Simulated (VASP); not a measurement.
# Be3Se2O (Cmc2_1) in VASP: notebook

One crystal, Be3Se2O, is run at these levels: PBE; tasks: band structure.

Everything below comes from runs of VASP 6.6.1. Logs are shortened: lines on timing, memory, paths and dates and some standing lists are left out, and cuts for length are marked.

**1. Starting point**

The structure is orthorhombic, space group Cmc2_1 (No. 36). The conventional cell has a = 10.156 Å, b = 5.744 Å, c = 5.445 Å, α = 90.00°, β = 90.00°, γ = 90.00°. Be (site symmetry 1) is surrounded by 1 O at 1.67 Å. Around Be (site symmetry m) lie 2 O at 1.74 to 1.80 Å. Se (site symmetry 1) has 4 Be at 2.23 to 2.27 Å as nearest neighbours. O (site symmetry m) is surrounded by 4 Be at 1.67 to 1.80 Å.

The cell was built by a generator and needn't be a form met in nature.

**2. Band structure, PBE**

INCAR reads:

```
SYSTEM = Be3Se2O
PREC = Accurate
ENCUT = 520
EDIFF = 1E-7
ISMEAR = 0
SIGMA = 0.03
LREAL = .FALSE.
LASPH = .TRUE.
NELM = 80
ALGO = Normal
ISIF = 2
LWAVE = .FALSE.
LCHARG = .FALSE.
GGA = PE
NBANDS = 36
KPAR = 2
```

KPOINTS reads:

```
regular mesh
0
G
  6 6 6
  0 0 0
```

POSCAR reads:

```
Be3Se2O
1.0
    5.0780500000     -2.8719600000      0.0000000000
    5.0780500000      2.8719600000      0.0000000000
    0.0000000000      0.0000000000      5.4449600000
Be Se O
6 4 2
Direct
    0.8386350000      0.4292100000      0.4135620000
    0.5707900000      0.1613650000      0.4135620000
    0.1095090000      0.8904910000      0.3276790000
    0.4292100000      0.8386350000      0.9135620000
    0.1613650000      0.5707900000      0.9135620000
    0.8904910000      0.1095090000      0.8276790000
    0.8350330000      0.4840180000      0.0072250000
    0.4840180000      0.8350330000      0.5072250000
    0.1649670000      0.5159820000      0.5072250000
    0.5159820000      0.1649670000      0.0072250000
    0.8534360000      0.1465640000      0.4999890000
    0.1465640000      0.8534360000      0.9999890000
```

KPOINTS_OPT reads:

```
path GXSRAZGYX1A1TY,ZT
15
line-mode
reciprocal
 0.0000000000  0.0000000000  0.0000000000  G
 0.3299655331 -0.3299655331  0.0000000000  X

 0.3299655331 -0.3299655331  0.0000000000  X
 0.0000000000 -0.5000000000  0.0000000000  S

 0.0000000000 -0.5000000000  0.0000000000  S
 0.0000000000 -0.5000000000 -0.5000000000  R

 0.0000000000 -0.5000000000 -0.5000000000  R
 0.3299655331 -0.3299655331 -0.5000000000  A

 0.3299655331 -0.3299655331 -0.5000000000  A
 0.0000000000  0.0000000000 -0.5000000000  Z

 0.0000000000  0.0000000000 -0.5000000000  Z
 0.0000000000  0.0000000000  0.0000000000  G

 0.0000000000  0.0000000000  0.0000000000  G
-0.5000000000 -0.5000000000  0.0000000000  Y

-0.5000000000 -0.5000000000  0.0000000000  Y
-0.3299655331 -0.6700344669  0.0000000000  X1

-0.3299655331 -0.6700344669  0.0000000000  X1
-0.3299655331 -0.6700344669 -0.5000000000  A1

-0.3299655331 -0.6700344669 -0.5000000000  A1
-0.5000000000 -0.5000000000 -0.5000000000  T

-0.5000000000 -0.5000000000 -0.5000000000  T
-0.5000000000 -0.5000000000  0.0000000000  Y

 0.0000000000  0.0000000000 -0.5000000000  Z
-0.5000000000 -0.5000000000 -0.5000000000  T
```

Potentials or basis: VASP PAW PBE potentials, release 64 (Be, Se, O).

Command:

```sh
> cat potpaw_PBE.64/Be/POTCAR potpaw_PBE.64/Se/POTCAR potpaw_PBE.64/O/POTCAR > POTCAR
> mpirun -np 2 vasp_std > vasp.out
```

OUTCAR:

```text
SYSTEM = Be3Se2O
   PREC = Accurate
   ENCUT = 520
   EDIFF = 1E-7
   ISMEAR = 0
   LREAL = .FALSE.
   LASPH = .TRUE.
   NELM = 80
   ISIF = 2
   GGA = PE

 ion  position               nearest neighbor table
   1  0.839  0.429  0.414-  11 1.67   7 2.23   8 2.26   9 2.27
   2  0.571  0.161  0.414-  11 1.67  10 2.23   9 2.26   8 2.27
   3  0.110  0.890  0.328-  11 1.74  12 1.80   8 2.26   9 2.26
   4  0.429  0.839  0.914-  12 1.67   8 2.23   7 2.26  10 2.27
   5  0.161  0.571  0.914-  12 1.67   9 2.23  10 2.26   7 2.27
   6  0.890  0.110  0.828-  12 1.74  11 1.80   7 2.26  10 2.26
   7  0.835  0.484  0.007-   1 2.23   4 2.26   6 2.26   5 2.27
   8  0.484  0.835  0.507-   4 2.23   1 2.26   3 2.26   2 2.27
   9  0.165  0.516  0.507-   5 2.23   2 2.26   3 2.26   1 2.27
  10  0.516  0.165  0.007-   2 2.23   5 2.26   6 2.26   4 2.27
  11  0.853  0.147  0.500-   1 1.67   2 1.67   3 1.74   6 1.80
  12  0.147  0.853  1.000-   4 1.67   5 1.67   6 1.74   3 1.80

  LATTYP: Found a base centered orthorhombic cell.
 ALAT       =     5.7439200000
 B/A-ratio  =     1.7681478851
 C/A-ratio  =     0.9479519213

  Lattice vectors:

 A1 = (  -5.0780500000,  -2.8719600000,   0.0000000000)
 A2 = (   5.0780500000,  -2.8719600000,   0.0000000000)
 A3 = (   0.0000000000,   0.0000000000,   5.4449600000)

Analysis of symmetry for initial positions (statically):
=====================================================================
 Subroutine PRICEL returns:
 Original cell was already a primitive cell.

 Routine SETGRP: Setting up the symmetry group for a
 base centered orthorhombic supercell.

 Subroutine GETGRP returns: Found  4 space group operations
 (whereof  2 operations were pure point group operations)
 out of a pool of  8 trial point group operations.

The static configuration has the point symmetry C_1h.
 The point group associated with its full space group is C_2v.

Analysis of symmetry for dynamics (positions and initial velocities):
=====================================================================
 Subroutine PRICEL returns:
 Original cell was already a primitive cell.

 Routine SETGRP: Setting up the symmetry group for a
 base centered orthorhombic supercell.

 Subroutine GETGRP returns: Found  4 space group operations
 (whereof  2 operations were pure point group operations)
 out of a pool of  8 trial point group operations.

The dynamic configuration has the point symmetry C_1h.
 The point group associated with its full space group is C_2v.

 Subroutine INISYM returns: Found  4 space group operations
 (whereof  2 operations are pure point group operations),
 and found     1 'primitive' translations

----------------------------------------------------------------------------------------

                                     Primitive cell

  volume of cell :     158.8181

  direct lattice vectors                    reciprocal lattice vectors
     5.078050000 -2.871960000  0.000000000     0.098462993 -0.174097132  0.000000000
     5.078050000  2.871960000  0.000000000     0.098462993  0.174097132  0.000000000
     0.000000000  0.000000000  5.444960000     0.000000000  0.000000000  0.183656078

  length of vectors
     5.833930583  5.833930583  5.444960000     0.200011931  0.200011931  0.183656078

  position of ions in fractional coordinates (direct lattice)
     0.838635000  0.429210000  0.413562000
     0.570790000  0.161365000  0.413562000
     0.109509000  0.890491000  0.327679000
     0.429210000  0.838635000  0.913562000
     0.161365000  0.570790000  0.913562000
     0.890491000  0.109509000  0.827679000
     0.835033000  0.484018000  0.007225000
     0.484018000  0.835033000  0.507225000
     0.164967000  0.515982000  0.507225000
     0.515982000  0.164967000  0.007225000
     0.853436000  0.146564000  0.499989000
     0.146564000  0.853436000  0.999989000

  ion indices of the primitive-cell ions
   primitive index   ion index
                 1           1
                 2           2
                 3           3
                 4           4
                 5           5
                 6           6
                 7           7
                 8           8
                 9           9
                10          10
                11          11
                12          12

----------------------------------------------------------------------------------------

 KPOINTS: regular mesh

Automatic generation of k-mesh.
 Grid dimensions read from file:
 generate k-points for:    6    6    6

 Generating k-lattice:

  Cartesian coordinates                     Fractional coordinates (reciprocal lattice)
     0.016410499 -0.029016189  0.000000000     0.166666667  0.000000000  0.000000000
     0.016410499  0.029016189  0.000000000     0.000000000  0.166666667  0.000000000
     0.000000000  0.000000000  0.030609346     0.000000000  0.000000000  0.166666667

  Length of vectors
     0.033335322  0.033335322  0.030609346

[... 37 lines left out ...]
   NELM   =     80;   NELMIN=  2; NELMDL= -5     # of ELM steps
   EDIFF  = 0.1E-06   stopping-criterion for ELM
   LREAL  =      F    real-space projection
   EDIFFG = 0.1E-05   stopping-criterion for IOM
   NSW    =      0    number of steps for IOM
   IBRION =     -1    ionic relax: 0-MD 1-quasi-New 2-CG
   NFREE  =      0    steps in history (QN), initial steepest desc. (CG)
   ISIF   =      2    stress and relaxation
   ISYM   =      2    0-nonsym 1-usesym 2-fastsym
   POTIM  = 0.5000    time-step for ionic-motion
   TEBEG  =    0.0;   TEEND  =   0.0 temperature during run
   PSTRESS=    0.0 pullay stress
   NELECT =      48.0000    total number of electrons
   NUPDOWN=      -1.0000    fix difference up-down
   EMIN   =  10.00;   EMAX   =-10.00  energy-range for DOS
   EFERMI =   0.00;   METHOD = LEGACY
   ISMEAR =     0;   SIGMA  =   0.03  broadening in eV -4-tet -1-fermi 0-gaus
   EFERMI_NEDOS =   21; number of points for ismear=-14 and -15
   IALGO  =     38    algorithm
   IMIX   =      4    mixing-type and parameters
     AMIX     =   0.40;   BMIX     =  1.00
     AMIX_MAG =   1.60;   BMIX_MAG =  1.00
  volume/ion in A,a.u.               =      13.23        89.31
  Fermi-wavevector in a.u.,A,eV,Ry     =   1.098640  2.076128 16.422352  1.207009
  Thomas-Fermi vector in A             =   2.235020
   LORBIT       =      0    0 simple, 1 ext, 2 COOP (PROOUT), +10 PAW based schemes
   GGA     = PE    functional components
   LHFCALC =     F    Hartree Fock is set to
   AEXX    =    0.0000 exact exchange contribution
   IVDW    =     0    specifies the selected vdW correction
   LEPSILON=     F    determine dielectric tensor
   LRPA    =     F    only Hartree local field effects (RPA)
 non-spin polarized calculation
 Gauss-broadening in eV      SIGMA  =   0.03
  energy-cutoff  :      520.00
  volume of cell :      158.82
 maximum number of plane-waves:      4308
 NGX is ok and might be reduce to    48
   NGX = 21   NGY = 21   NGZ = 21

 number of electron      47.9999991 magnetization

 Free energy of the ion-electron system (eV)
  ---------------------------------------------------
  ext. energy  EPLUGINS =         0.00000000
  ---------------------------------------------------
  free energy    TOTEN  =       -61.43505908 eV

  energy without entropy =      -61.43505908  energy(sigma->0) =      -61.43505908

 E-fermi :   4.4643     XC(G=0):  -9.9789

 val. band max:        4.3039509712   @ k =  -0.3333   0.3333   0.0000
 cond. band min:       7.3015531326   @ k =  -0.3333   0.3333   0.3333
 fundamental gap:      2.9976021614
 Fermi energy:         4.4643083371

 k-point     1 :       0.0000    0.0000    0.0000
  band No.  band energies     occupation
      1     -15.3308      2.00000
      2     -15.1493      2.00000
      3      -9.4068      2.00000
      4      -7.9373      2.00000
      5      -7.4720      2.00000
      6      -7.4380      2.00000
[... 28 lines left out ...]
     35      12.2103      0.00000
     36      12.5251      0.00000
[... 866 lines left out ...]
      6      -7.5048      2.00000
[... 28 lines left out ...]
     35      11.4722      0.00000
     36      11.8068      0.00000

 [... further k-points ...]

------------------------ aborting loop because EDIFF is reached ----------------------------------------

  FORCE on cell =-STRESS in cart. coord.  units (eV):
  Direction    XX          YY          ZZ          XY          YZ          ZX
  --------------------------------------------------------------------------------------
  -------------------------------------------------------------------------------------
  Total        0.0055470      0.0120181      0.0051260      0.0000000      0.0000000      0.0000000
  in kB        0.0559585      0.1212404      0.0517116      0.0000000      0.0000000      0.0000000
  external PRESSURE =       0.0763035 kB  Pullay stress =       0.0000000 kB

 VOLUME and BASIS-vectors are now :
 -----------------------------------------------------------------------------
  energy-cutoff  :      520.00
  volume of cell :      158.82
      direct lattice vectors                 reciprocal lattice vectors
     5.078050000 -2.871960000  0.000000000     0.098462993 -0.174097132  0.000000000
     5.078050000  2.871960000  0.000000000     0.098462993  0.174097132  0.000000000
     0.000000000  0.000000000  5.444960000     0.000000000  0.000000000  0.183656078

 POSITION                                       TOTAL-FORCE (eV/Angst)
 -----------------------------------------------------------------------------------
      6.43818     -1.17585      2.25183         0.001780      0.003495     -0.000280
      3.71792     -1.17585      2.25183        -0.001780      0.003495     -0.000280
      5.07805      2.24295      1.78420         0.000000      0.001149      0.003065
      6.43818      1.17585      4.97431         0.001780     -0.003495     -0.000280
      3.71792      1.17585      4.97431        -0.001780     -0.003495     -0.000280
      5.07805     -2.24295      4.50668         0.000000     -0.001149      0.003065
      6.69821     -1.00810      0.03934         0.004426      0.000611     -0.000855
      6.69821      1.00810      2.76182         0.004426     -0.000611     -0.000855
      3.45789      1.00810      2.76182        -0.004426     -0.000611     -0.000855
      3.45789     -1.00810      0.03934        -0.004426      0.000611     -0.000855
      5.07805     -2.03011      2.72242         0.000000      0.001205     -0.000794
      5.07805      2.03011      5.44490         0.000000     -0.001205     -0.000794
 -----------------------------------------------------------------------------------
    total drift:                               -0.000000     -0.000000     -0.000422

  FREE ENERGIE OF THE ION-ELECTRON SYSTEM (eV)
  ---------------------------------------------------
  free  energy   TOTEN  =       -61.4350590797 eV

  energy  without entropy=      -61.4350590797  energy(sigma->0) =      -61.43505908
```

It took 9.7 min on 2 MPI ranks of Intel Xeon Platinum 8559C (Emerald Rapids), shared host; peak memory 0.55 GiB.

Results:

* Free energy: -61.4351 eV
* Pressure: 0.0 GPa
* Largest force: 0.005 eV/Å
* Band gap on the k mesh: 3.00 eV, indirect (least direct gap 3.27 eV)
* Band gap along the path: 2.99 eV, indirect (least direct gap 3.26 eV)

Forces on the atoms (eV/Å):
```
Be   0.002  0.003  0.000
Be  -0.002  0.003  0.000
Be   0.000  0.001  0.003
Be   0.002 -0.003  0.000
Be  -0.002 -0.003  0.000
Be   0.000 -0.001  0.003
Se   0.004  0.001 -0.001
Se   0.004 -0.001 -0.001
Se  -0.004 -0.001 -0.001
Se  -0.004  0.001 -0.001
O    0.000  0.001 -0.001
O    0.000 -0.001 -0.001
```

Levels at the corners of the path, in eV from the valence-band top:
| point | band 20 | band 21 | band 22 | band 23 | band 24 | band 25 | band 26 | band 27 | band 28 | band 29 |
| --- | --- | --- | --- | --- | --- | --- | --- | --- | --- | --- |
| Γ | -1.90 | -1.11 | -0.91 | -0.51 | -0.51 | 3.46 | 3.64 | 3.65 | 4.06 | 6.04 |
| X | -1.66 | -1.57 | -1.12 | -0.85 | 0.00 | 3.40 | 3.65 | 4.35 | 4.74 | 5.31 |
| X | -1.66 | -1.57 | -1.12 | -0.85 | 0.00 | 3.40 | 3.65 | 4.35 | 4.74 | 5.31 |
| S | -1.50 | -1.33 | -1.02 | -0.97 | -0.67 | 3.72 | 4.25 | 5.21 | 5.33 | 5.35 |
| S | -1.50 | -1.33 | -1.02 | -0.97 | -0.67 | 3.72 | 4.25 | 5.21 | 5.33 | 5.35 |
| R | -1.49 | -1.31 | -1.31 | -1.09 | -1.09 | 3.61 | 3.61 | 4.17 | 4.17 | 5.35 |
| R | -1.49 | -1.31 | -1.31 | -1.09 | -1.09 | 3.61 | 3.61 | 4.17 | 4.17 | 5.35 |
| A | -1.53 | -1.23 | -1.23 | -0.87 | -0.87 | 3.35 | 3.35 | 4.32 | 4.32 | 4.50 |
| A | -1.53 | -1.23 | -1.23 | -0.87 | -0.87 | 3.35 | 3.35 | 4.32 | 4.32 | 4.50 |
| Z | -1.80 | -1.12 | -1.12 | -0.15 | -0.15 | 3.76 | 3.76 | 5.43 | 5.43 | 6.02 |
| Z | -1.80 | -1.12 | -1.12 | -0.15 | -0.15 | 3.76 | 3.76 | 5.43 | 5.43 | 6.02 |
| Γ | -1.90 | -1.11 | -0.91 | -0.51 | -0.51 | 3.46 | 3.64 | 3.65 | 4.06 | 6.04 |
| Γ | -1.90 | -1.11 | -0.91 | -0.51 | -0.51 | 3.46 | 3.64 | 3.65 | 4.06 | 6.04 |
| Y | -2.35 | -1.76 | -1.65 | -0.25 | -0.23 | 3.11 | 4.33 | 4.66 | 4.66 | 5.26 |
| Y | -2.35 | -1.76 | -1.65 | -0.25 | -0.23 | 3.11 | 4.33 | 4.66 | 4.66 | 5.26 |
| X1 | -1.66 | -1.57 | -1.12 | -0.85 | 0.00 | 3.40 | 3.65 | 4.35 | 4.74 | 5.31 |
| X1 | -1.66 | -1.57 | -1.12 | -0.85 | 0.00 | 3.40 | 3.65 | 4.35 | 4.74 | 5.31 |
| A1 | -1.53 | -1.23 | -1.23 | -0.87 | -0.87 | 3.35 | 3.35 | 4.32 | 4.32 | 4.50 |
| A1 | -1.53 | -1.23 | -1.23 | -0.87 | -0.87 | 3.35 | 3.35 | 4.32 | 4.32 | 4.50 |
| T | -1.55 | -1.36 | -1.36 | -1.15 | -1.15 | 3.50 | 3.50 | 4.45 | 4.45 | 5.60 |
| T | -1.55 | -1.36 | -1.36 | -1.15 | -1.15 | 3.50 | 3.50 | 4.45 | 4.45 | 5.60 |
| Y | -2.35 | -1.76 | -1.65 | -0.25 | -0.23 | 3.11 | 4.33 | 4.66 | 4.66 | 5.26 |
| Z | -1.80 | -1.12 | -1.12 | -0.15 | -0.15 | 3.76 | 3.76 | 5.43 | 5.43 | 6.02 |
| T | -1.55 | -1.36 | -1.36 | -1.15 | -1.15 | 3.50 | 3.50 | 4.45 | 4.45 | 5.60 |

**3. Band structure, PBE**

INCAR reads:

```
SYSTEM = Be3Se2O
PREC     = Accurate       ! precision mode
ENCUT    = 520            ! plane-wave cutoff, eV
EDIFF    = 1E-6           ! SCF threshold, eV
ISMEAR   = 0              ! smearing method
SIGMA    = 0.03           ! smearing width, eV
LREAL    = .False.        ! projectors in reciprocal space
LASPH    = .True.         ! aspherical terms in the spheres
NELM     = 100            ! most SCF steps
ALGO     = Normal         ! electronic algorithm
ISIF     = 2              ! what is computed and relaxed
LWAVE    = .False.        ! write WAVECAR
LCHARG   = .False.        ! write CHGCAR
GGA      = PE             ! functional
KPAR     = 2
```

KPOINTS reads:

```
regular mesh
0
Gamma
  6 6 6
  0 0 0
```

POSCAR is that of step 2.

KPOINTS_OPT: that of step 2 with these lines changed.

```diff
@@ -1,3 +1,3 @@
 path GXSRAZGYX1A1TY,ZT
-15
+10
 line-mode
```

Potentials or basis: VASP PAW PBE potentials, release 64 (Be, Se, O).

Command:

```sh
> cat potpaw_PBE.64/Be/POTCAR potpaw_PBE.64/Se/POTCAR potpaw_PBE.64/O/POTCAR > POTCAR
> mpirun -np 2 vasp_std > vasp.out
```

It took 6.6 min on 2 MPI ranks of Intel Xeon Platinum 8259CL at 2.50GHz (Skylake/Cascade Lake), shared host; peak memory 0.55 GiB.

Results (log left out):

```
Free energy             : -61.4351 eV
Pressure                : 0.0 GPa
Largest force           : 0.005 eV/Å
Band gap on the k mesh  : 3.00 eV, indirect (least direct gap 3.28 eV)
Band gap along the path : 3.00 eV, indirect (least direct gap 3.26 eV)
```

Forces on the atoms (eV/Å):
```
Be   0.002  0.004  0.000
Be  -0.002  0.004  0.000
Be   0.000  0.001  0.003
Be   0.002 -0.004  0.000
Be  -0.002 -0.004  0.000
Be   0.000 -0.001  0.003
Se   0.004  0.001 -0.001
Se   0.004 -0.001 -0.001
Se  -0.004 -0.001 -0.001
Se  -0.004  0.001 -0.001
O    0.000  0.001 -0.001
O    0.000 -0.001 -0.001
```

Levels at the corners of the path, in eV from the valence-band top:
| point | band 22 | band 23 | band 24 | band 25 | band 26 | band 27 |
| --- | --- | --- | --- | --- | --- | --- |
| Γ | -0.91 | -0.51 | -0.51 | 3.46 | 3.64 | 3.65 |
| X | -1.12 | -0.85 | 0.00 | 3.40 | 3.65 | 4.35 |
| X | -1.12 | -0.85 | 0.00 | 3.40 | 3.65 | 4.35 |
| S | -1.02 | -0.97 | -0.67 | 3.72 | 4.25 | 5.21 |
| S | -1.02 | -0.97 | -0.67 | 3.72 | 4.25 | 5.21 |
| R | -1.31 | -1.09 | -1.09 | 3.61 | 3.61 | 4.17 |
| R | -1.31 | -1.09 | -1.09 | 3.61 | 3.61 | 4.17 |
| A | -1.23 | -0.87 | -0.87 | 3.35 | 3.35 | 4.32 |
| A | -1.23 | -0.87 | -0.87 | 3.35 | 3.35 | 4.32 |
| Z | -1.12 | -0.15 | -0.15 | 3.76 | 3.76 | 5.43 |
| Z | -1.12 | -0.15 | -0.15 | 3.76 | 3.76 | 5.43 |
| Γ | -0.91 | -0.51 | -0.51 | 3.46 | 3.64 | 3.65 |
| Γ | -0.91 | -0.51 | -0.51 | 3.46 | 3.64 | 3.65 |
| Y | -1.65 | -0.25 | -0.23 | 3.11 | 4.33 | 4.66 |
| Y | -1.65 | -0.25 | -0.23 | 3.11 | 4.33 | 4.66 |
| X1 | -1.12 | -0.85 | 0.00 | 3.40 | 3.65 | 4.35 |
| X1 | -1.12 | -0.85 | 0.00 | 3.40 | 3.65 | 4.35 |
| A1 | -1.23 | -0.87 | -0.87 | 3.35 | 3.35 | 4.32 |
| A1 | -1.23 | -0.87 | -0.87 | 3.35 | 3.35 | 4.32 |
| T | -1.36 | -1.15 | -1.15 | 3.50 | 3.50 | 4.46 |
| T | -1.36 | -1.15 | -1.15 | 3.50 | 3.50 | 4.46 |
| Y | -1.65 | -0.25 | -0.23 | 3.11 | 4.33 | 4.66 |
| Z | -1.12 | -0.15 | -0.15 | 3.76 | 3.76 | 5.43 |
| T | -1.36 | -1.15 | -1.15 | 3.50 | 3.50 | 4.46 |
